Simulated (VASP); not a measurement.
# PbAu2: structure and properties in VASP

What structure and properties does r2SCAN + rVV10 give PbAu2, and how near are they to the measured ones? The steps: relaxing cell and atoms (r2SCAN + rVV10). The start is a computed cell from the Materials Project.

Calculated with VASP 6.6.1; r2SCAN with rVV10; plane waves and PAW (Pb_d, Au).

**Measured values to reproduce.**

For Au2Pb, orthorhombic distorted Laves phase (grown from Pb flux, 6.76 K), “Z2 topology and superconductivity from symmetry lowering of a 3D Dirac Metal Au2Pb” (2014, arxiv:1412.2767) gives, by synchrotron powder X-ray diffraction, Rietveld: lattice constant a (a, Pbcn setting) 7.904 ± 0.0007 Å; lattice constant b (b, Pbcn setting) 5.5786 ± 0.001 Å; lattice constant c (c, Pbcn setting) 11.1905 ± 0.0002 Å.

## (1) The structure

Before any relaxation, the start is as follows. The structure is orthorhombic, space group Pbcn (No. 60). Conventional cell: a = 7.992 Å, b = 5.691 Å, c = 11.430 Å, α = 90.00°, β = 90.00°, γ = 90.00°. Nearest to Pb lie 8 Au at 3.06 to 3.40 Å. Au has 6 Au at 2.83 to 2.90 Å and 4 Pb at 3.14 to 3.32 Å nearest. Nearest to Au lie 6 Au at 2.82 to 2.92 Å and 3 Pb at 3.06 to 3.20 Å. Au has 6 Au at 2.82 to 2.92 Å and 6 Pb at 3.28 to 3.40 Å nearest. Farther neighbours are not listed.

## (2) Relaxing cell and atoms (r2SCAN + rVV10)

Properties are meant for the cell that this level of theory prefers, so cell and atoms are relaxed first (ISIF = 3) until forces and stress are small; EDIFFG sets the threshold. r2SCAN adds the kinetic-energy density, costs more than a GGA and is run with LASPH. LUSE_VDW switches on a nonlocal correlation term for dispersion.

Input file INCAR:

```
SYSTEM = PbAu2
PREC = Accurate
ENCUT = 400
EDIFF = 1E-06
NELM = 100
ISMEAR = 1
SIGMA = 0.2
LREAL = Auto
ALGO = Normal
METAGGA = R2SCAN
LUSE_VDW = .TRUE.
IVDW_NL = 2
BPARAM = 11.95
CPARAM = 0.0093
LASPH = .TRUE.
NBANDS = 178
LORBIT = 11
LWAVE = .FALSE.
LCHARG = .FALSE.
KPAR = 2
NCORE = 4
IBRION = 2
NSW = 60
ISIF = 3
EDIFFG = -0.01
```

Input file POSCAR:

```
PbAu2
1.0
    7.9919460200      0.0000000000      0.0000000000
    0.0000000000      5.6912626500      0.0000000000
    0.0000000000      0.0000000000     11.4300496800
Pb Au
8 16
Direct
    0.8735182700      0.5127639800      0.6248310300
    0.6264817300      0.9872360200      0.1248310300
    0.3735182700      0.9872360200      0.3751689700
    0.1264817300      0.5127639800      0.8751689700
    0.1264817300      0.4872360200      0.3751689700
    0.3735182700      0.0127639800      0.8751689700
    0.6264817300      0.0127639800      0.6248310300
    0.8735182700      0.4872360200      0.1248310300
    0.5000000000      0.4697675800      0.7500000000
    0.0000000000      0.0302324200      0.2500000000
    0.5000000000      0.5302324200      0.2500000000
    0.0000000000      0.9697675800      0.7500000000
    0.7786409500      0.2887950300      0.8732925100
    0.7213590500      0.2112049700      0.3732925100
    0.2786409500      0.2112049700      0.1267074900
    0.2213590500      0.2887950300      0.6267074900
    0.2213590500      0.7112049700      0.1267074900
    0.2786409500      0.7887950300      0.6267074900
    0.7213590500      0.7887950300      0.8732925100
    0.7786409500      0.7112049700      0.3732925100
    0.5000000000      0.5000000000      0.5000000000
    0.0000000000      0.0000000000      0.0000000000
    0.0000000000      0.0000000000      0.5000000000
    0.5000000000      0.5000000000      0.0000000000
```

Input file KPOINTS:

```
Automatic mesh
0
Gamma
3 4 2
0 0 0
```

PAW data sets: Pb_d and Au (PBE family, release 64).

The run is started by

```bash
$ mpirun -np 8 vasp_std
```

Log:

```text
[banner, memory and clock lines left out]
running    8 mpi-ranks, on    1 nodes
 distrk:  each k-point on    4 cores,    2 groups
 distr:  one band on    4 cores,    1 groups

 POSCAR found type information on POSCAR PbAu
 POSCAR found :  2 types and      24 ions
|                                                                             |
|               ----> ADVICE to this user running VASP <----                  |
|                                                                             |
|     You have switched on vdW-DFT.                                           |
|     This routine was written and supplied by Jiri Klimes. We recommend      |
|     that you carefully read and cite the following publications:            |
|       J. Klimes, D.R. Bowler, A. Michelides                                 |
|          J. Phys.: Cond Matt. 22 022201 (2010)                              |
|       J. Klimes, D.R. Bowler, A. Michelides                                 |
|          Phys. Rev. B. 83, 195131 (2011)                                    |
|     and references therein.                                                 |
|                                                                             |

|                                                                             |
|               ----> ADVICE to this user running VASP <----                  |
|                                                                             |
|     You enforced a specific xc type in the INCAR file but a different       |
|     [... a line on the potential file left out ...]
|     I HOPE YOU KNOW WHAT YOU ARE DOING!                                     |
|                                                                             |

 LDA part: xc-table for (None), standard interpolation
 POSCAR, INCAR and KPOINTS ok, starting setup
 FFT: planning ... GRIDC
 FFT: planning ... GRID_SOFT
 FFT: planning ... GRID
 WAVECAR not read
 entering main loop
       N       E                     dE             d eps       ncg     rms          rms(c)
Total rVV10 correction in eV:      6.7677127   329.3952880
Total rVV10 correction in eV:      6.7677127   329.3952880
DAV:   1     0.188796861051E+04    0.18880E+04   -0.11464E+05  4272   0.157E+03
DAV:   2    -0.918196156921E+03   -0.28062E+04   -0.26660E+04  4440   0.449E+02
DAV:   3    -0.131887153696E+04   -0.40068E+03   -0.36502E+03  4506   0.196E+02
DAV:   4    -0.134797268081E+04   -0.29101E+02   -0.28188E+02  5608   0.497E+01
DAV:   5    -0.134888554286E+04   -0.91286E+00   -0.90704E+00  5408   0.848E+00    0.280E+01
Total rVV10 correction in eV:      6.4676658   329.3952972
Total rVV10 correction in eV:      6.4676658   329.3952972
DAV:   6    -0.125548792226E+04    0.93398E+02   -0.82328E+01  4544   0.347E+01    0.256E+01
Total rVV10 correction in eV:      6.4955035   329.3952975
Total rVV10 correction in eV:      6.4955035   329.3952975
DAV:   7    -0.125467520638E+04    0.81272E+00   -0.27076E+00  5016   0.556E+00    0.156E+01
Total rVV10 correction in eV:      6.4835648   329.3952975
Total rVV10 correction in eV:      6.4835648   329.3952975
DAV:   8    -0.125460513505E+04    0.70071E-01   -0.16391E+00  4584   0.386E+00    0.163E+00
Total rVV10 correction in eV:      6.4608329   329.3952975
Total rVV10 correction in eV:      6.4608329   329.3952975
DAV:   9    -0.125455341773E+04    0.51717E-01   -0.22611E-01  4600   0.168E+00    0.484E-01
Total rVV10 correction in eV:      6.4567811   329.3952975
Total rVV10 correction in eV:      6.4567811   329.3952975
DAV:  10    -0.125455445239E+04   -0.10347E-02   -0.21763E-02  5152   0.401E-01    0.217E-01
Total rVV10 correction in eV:      6.4544673   329.3952975
Total rVV10 correction in eV:      6.4544673   329.3952975
DAV:  11    -0.125455525899E+04   -0.80660E-03   -0.26829E-03  4886   0.169E-01    0.748E-02
Total rVV10 correction in eV:      6.4541301   329.3952975
Total rVV10 correction in eV:      6.4541301   329.3952975
DAV:  12    -0.125455532307E+04   -0.64077E-04   -0.34836E-04  5024   0.521E-02    0.271E-02
Total rVV10 correction in eV:      6.4544299   329.3952975
Total rVV10 correction in eV:      6.4544299   329.3952975
DAV:  13    -0.125455529721E+04    0.25859E-04   -0.84141E-05  4504   0.301E-02    0.818E-03
Total rVV10 correction in eV:      6.4543910   329.3952975
Total rVV10 correction in eV:      6.4543910   329.3952975
DAV:  14    -0.125455529232E+04    0.48875E-05   -0.51118E-06  4400   0.635E-03    0.245E-03
Total rVV10 correction in eV:      6.4543610   329.3952975
Total rVV10 correction in eV:      6.4543610   329.3952975
DAV:  15    -0.125455529327E+04   -0.94299E-06   -0.40964E-07  2386   0.230E-03
Total rVV10 correction in eV:      6.4543567   329.3952975
Total rVV10 correction in eV:      6.4543567   329.3952975
Total rVV10 correction in eV:      6.4543528   329.3952975
Total rVV10 correction in eV:      6.4543528   329.3952975
   1 F= -.12545553E+04 E0= -.12545644E+04  d E =-.125456E+04
 curvature:   0.00 expect dE= 0.000E+00 dE for cont linesearch  0.000E+00
 trial: gam= 0.00000 g(F)=  0.458E-03 g(S)=  0.181E+00 ort = 0.000E+00 (trialstep = 0.100E+01)
 search vector abs. value=  0.182E+00
 bond charge predicted
       N       E                     dE             d eps       ncg     rms          rms(c)
Total rVV10 correction in eV:      6.4562847   329.3952975
Total rVV10 correction in eV:      6.4562847   329.3952975
DAV:   1    -0.125746009290E+04   -0.29048E+01   -0.72841E+01  4828   0.365E+01    0.100E+01
Total rVV10 correction in eV:      6.3336727   329.3952995
Total rVV10 correction in eV:      6.3336727   329.3952995
DAV:   2    -0.125477103021E+04    0.26891E+01   -0.75082E+00  4834   0.115E+01    0.375E+00
Total rVV10 correction in eV:      6.3228434   329.3952997
Total rVV10 correction in eV:      6.3228434   329.3952997
DAV:   3    -0.125464260726E+04    0.12842E+00   -0.51235E-01  5142   0.284E+00    0.238E+00
Total rVV10 correction in eV:      6.3189191   329.3952997
Total rVV10 correction in eV:      6.3189191   329.3952997
DAV:   4    -0.125461189125E+04    0.30716E-01   -0.17647E-01  6048   0.192E+00    0.501E-01
Total rVV10 correction in eV:      6.3195753   329.3952997
Total rVV10 correction in eV:      6.3195753   329.3952997
DAV:   5    -0.125461281636E+04   -0.92511E-03   -0.17638E-02  5526   0.678E-01    0.252E-01
Total rVV10 correction in eV:      6.3200635   329.3952997
Total rVV10 correction in eV:      6.3200635   329.3952997
DAV:   6    -0.125461317446E+04   -0.35810E-03   -0.16080E-03  4986   0.133E-01    0.561E-02
Total rVV10 correction in eV:      6.3198177   329.3952997
Total rVV10 correction in eV:      6.3198177   329.3952997
DAV:   7    -0.125461317978E+04   -0.53197E-05   -0.15345E-04  5964   0.527E-02    0.294E-02
Total rVV10 correction in eV:      6.3195307   329.3952997
Total rVV10 correction in eV:      6.3195307   329.3952997
DAV:   8    -0.125461317948E+04    0.29714E-06   -0.28899E-05  4966   0.205E-02    0.856E-03
Total rVV10 correction in eV:      6.3195803   329.3952997
Total rVV10 correction in eV:      6.3195803   329.3952997
DAV:   9    -0.125461318262E+04   -0.31420E-05   -0.25136E-06  3232   0.764E-03    0.434E-03
Total rVV10 correction in eV:      6.3195602   329.3952997
Total rVV10 correction in eV:      6.3195602   329.3952997
DAV:  10    -0.125461318136E+04    0.12610E-05   -0.11070E-06  2332   0.457E-03    0.905E-04
Total rVV10 correction in eV:      6.3195561   329.3952997
Total rVV10 correction in eV:      6.3195561   329.3952997
DAV:  11    -0.125461318122E+04    0.14275E-06   -0.28911E-07  2260   0.291E-03
Total rVV10 correction in eV:      6.3195506   329.3952997
Total rVV10 correction in eV:      6.3195506   329.3952997
Total rVV10 correction in eV:      6.3195518   329.3952997
Total rVV10 correction in eV:      6.3195518   329.3952997
   2 F= -.12546132E+04 E0= -.12546257E+04  d E =-.578880E-01
[... from here on, the cycles between the ionic steps are left out ...]
   3 F= -.12546231E+04 E0= -.12546350E+04  d E =-.678041E-01
   4 F= -.12546762E+04 E0= -.12546907E+04  d E =-.530702E-01
   5 F= -.12547025E+04 E0= -.12547142E+04  d E =-.793881E-01
   6 F= -.12547034E+04 E0= -.12547160E+04  d E =-.802658E-01
   7 F= -.12547040E+04 E0= -.12547168E+04  d E =-.595136E-03
   8 F= -.12547080E+04 E0= -.12547207E+04  d E =-.461191E-02
   9 F= -.12547108E+04 E0= -.12547233E+04  d E =-.283954E-02
  10 F= -.12547161E+04 E0= -.12547277E+04  d E =-.807730E-02
  11 F= -.12547124E+04 E0= -.12547222E+04  d E =-.443479E-02
  12 F= -.12547169E+04 E0= -.12547279E+04  d E =-.887594E-02
  13 F= -.12547196E+04 E0= -.12547301E+04  d E =-.271374E-02
  14 F= -.12547201E+04 E0= -.12547302E+04  d E =-.329603E-02
  15 F= -.12547208E+04 E0= -.12547306E+04  d E =-.669340E-03
  16 F= -.12547209E+04 E0= -.12547308E+04  d E =-.787568E-03
  17 F= -.12547211E+04 E0= -.12547311E+04  d E =-.208064E-03
  18 F= -.12547215E+04 E0= -.12547318E+04  d E =-.545263E-03
  19 F= -.12547215E+04 E0= -.12547319E+04  d E =-.551573E-03
  20 F= -.12547216E+04 E0= -.12547321E+04  d E =-.157721E-03
  21 F= -.12547217E+04 E0= -.12547321E+04  d E =-.240089E-03
 curvature:  -2.68 expect dE=-0.100E-02 dE for cont linesearch -0.452E-06
 trial: gam= 2.52728 g(F)=  0.257E-04 g(S)=  0.349E-03 ort = 0.612E-05 (trialstep = 0.229E+00)
 search vector abs. value=  0.182E-02
 bond charge predicted
       N       E                     dE             d eps       ncg     rms          rms(c)
Total rVV10 correction in eV:      6.3769251   329.3952857
Total rVV10 correction in eV:      6.3769251   329.3952857
DAV:   1    -0.125472182216E+04   -0.95795E-04   -0.30678E-02  5172   0.441E-01    0.790E-02
Total rVV10 correction in eV:      6.3760967   329.3952857
Total rVV10 correction in eV:      6.3760967   329.3952857
DAV:   2    -0.125472181069E+04    0.11474E-04   -0.11837E-03  6038   0.135E-01    0.350E-02
Total rVV10 correction in eV:      6.3760678   329.3952857
Total rVV10 correction in eV:      6.3760678   329.3952857
DAV:   3    -0.125472180566E+04    0.50239E-05   -0.49013E-05  5360   0.248E-02    0.208E-02
Total rVV10 correction in eV:      6.3760036   329.3952857
Total rVV10 correction in eV:      6.3760036   329.3952857
DAV:   4    -0.125472180421E+04    0.14587E-05   -0.16305E-05  5782   0.169E-02    0.605E-03
Total rVV10 correction in eV:      6.3760136   329.3952857
Total rVV10 correction in eV:      6.3760136   329.3952857
DAV:   5    -0.125472180519E+04   -0.98487E-06   -0.19876E-06  2738   0.619E-03
Total rVV10 correction in eV:      6.3760266   329.3952857
Total rVV10 correction in eV:      6.3760266   329.3952857
Total rVV10 correction in eV:      6.3760197   329.3952857
Total rVV10 correction in eV:      6.3760197   329.3952857
  22 F= -.12547218E+04 E0= -.12547322E+04  d E =-.788621E-04
 ZBRENT: can't locate minimum, use default step
 trial-energy change:   -0.000079  1 .order   -0.000079   -0.000089   -0.000070
 step:   0.9144(harm=  1.0536)  dis= 0.00234  next Energy= -1254.721932 (dE=-0.205E-03)
 reached required accuracy - stopping structural energy minimisation
```

It took 75 min on 8 MPI ranks of Intel Xeon Platinum 8488C (Sapphire Rapids), shared host; peak memory 4 GiB; 9.8 h of CPU time.

The logs omit lines about the potential files and the build; timing stands in the text.

[end of part 1 of 2]

[Lines on the potential files, build, host, timing and source positions are cut from VASP's logs without a mark.]

[Logs are printed without paths, hosts, clocks, repeated set-up lines and the standing remarks that a program may print on its own settings, such as how far it seeks lower states.]

[Hosts, paths, dates, database ids (printed as entryN), source tags and the programs' standing remarks are cut or masked in the printed files.]

[A measured line is paired with the nearest computed mode of its activity, which favours agreement.]

[In band tables of VASP the shares of atoms and orbitals are scaled to a sum of 1 inside the atoms' spheres.]
